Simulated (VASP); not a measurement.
Input of a VASP 6.6.1 run:

INCAR

```
SYSTEM = Mn2C
  PREC = Normal
  ENCUT = 520
  EDIFF = 1E-4
  ISMEAR = 0
  SIGMA = 0.15
  LREAL = .False.
  LASPH = .True.
  NELM = 60
  ALGO = Fast
  ISIF = 3
  LWAVE = .False.
  LCHARG = .False.
  ISPIN = 2
  MAGMOM = 4 4 4 4 0 0
  LORBIT = 11
  LMAXMIX = 4
  GGA = PE
  IBRION = 2
  NSW = 24
  EDIFFG = -0.08
  KPAR = 4
```

The input KPOINTS:

```
regular mesh
0
Gamma
  6 6 6
  0 0 0
```

The input POSCAR:

```
Mn2C
1.0
   -2.0950000000      2.0950000000      4.2000000000
    2.0950000000     -2.0950000000      4.2000000000
    2.0950000000      2.0950000000     -4.2000000000
Mn C
4 2
Direct
    0.9900000000      0.4900000000      0.5000000000
    0.5100000000      0.0100000000      0.5000000000
    0.2400000000      0.2400000000      0.0000000000
    0.7600000000      0.7600000000      0.0000000000
    0.7500000000      0.2500000000      0.5000000000
    0.0000000000      0.0000000000      0.0000000000
```

Potentials or basis: VASP PAW PBE potentials, release 64 (Mn_pv, C).

Run with:

```sh
$ cat potpaw_PBE.64/Mn_pv/POTCAR potpaw_PBE.64/C/POTCAR > POTCAR
$ mpirun -np 4 vasp_std > vasp.out
```

**Question.** Estimate the relaxed cell.

**Answer.** a = 4.690 Å, b = 4.690 Å, c = 4.690 Å, α = 131.26°, β = 131.26°, γ = 71.40°.

**Question.** Predict the net moment.

**Answer.** -0.29 μB per cell.

**Question.** What does it give for the relaxed volume?

**Answer.** 9.51 Å³/atom.

**Question.** Predict the site moments.

**Answer.** Mn -0.07; C +0.01 μB.

Step by step:
| step | energy change (eV) | largest force (eV/Å) | pressure (GPa) | volume (Å³) |
| --- | --- | --- | --- | --- |
| 1 | 0.0000 | 0.9332 | -19.99 | 73.74 |
| 2 | -0.6007 | 0.4875 | 2.15 | 58.55 |
| 3 | -0.3420 | 0.3167 | -18.02 | 62.85 |
| 4 | -0.5979 | 0.3685 | -3.92 | 59.13 |
| 5 | -0.6008 | 0.4379 | -2.47 | 58.84 |
| 6 | -0.6289 | 0.1187 | 0.09 | 57.96 |
| 7 | -0.6302 | 0.0386 | 0.84 | 57.70 |
| 8 | -0.6535 | 0.0258 | 0.50 | 57.45 |
| 9 | -0.6664 | 0.0281 | -0.24 | 57.04 |

Caveat: the volume moved by over 15 % at a fixed basis, so the end points are rough; the moment fell far below its start of 4 μB, so a state of higher moment may lie lower in energy; the relaxation stopped at a loose force limit of 0.08 eV/Å, so its end isn't a converged minimum.
